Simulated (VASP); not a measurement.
Data:

```
Li2O
1.0
    0.00000     2.32274     2.32274
    2.32274     0.00000     2.32274
    2.32274     2.32274     0.00000
Li O
2 1
Direct
  0.25000   0.25000   0.25000
  0.75000   0.75000   0.75000
  0.00000   0.00000   0.00000
```

All values below come from rev-vdW-DF2, VASP's PBE PAW potentials (set 64) (plane waves; VASP). Settings: 520 eV cut-off, 8×8×8 Γ-centred mesh, Gaussian smearing of 0.050 eV, potentials Li_sv O.

Problem. Estimate the energy per atom (σ→0), pressure, band gap (on the k-mesh) with the smallest direct gap where there is one.

Solution. 
* **band gap (on the k-mesh)**: 4.99 eV
* **smallest direct gap (on the k-mesh)**: 5.24 eV
* **energy per atom (σ→0)**: -3.903 eV/atom
* **pressure**: -20.6 kbar

The compound is Li2O in the antifluorite structure. This cell is one point of a volume scan, at 1.03 of the reference volume.
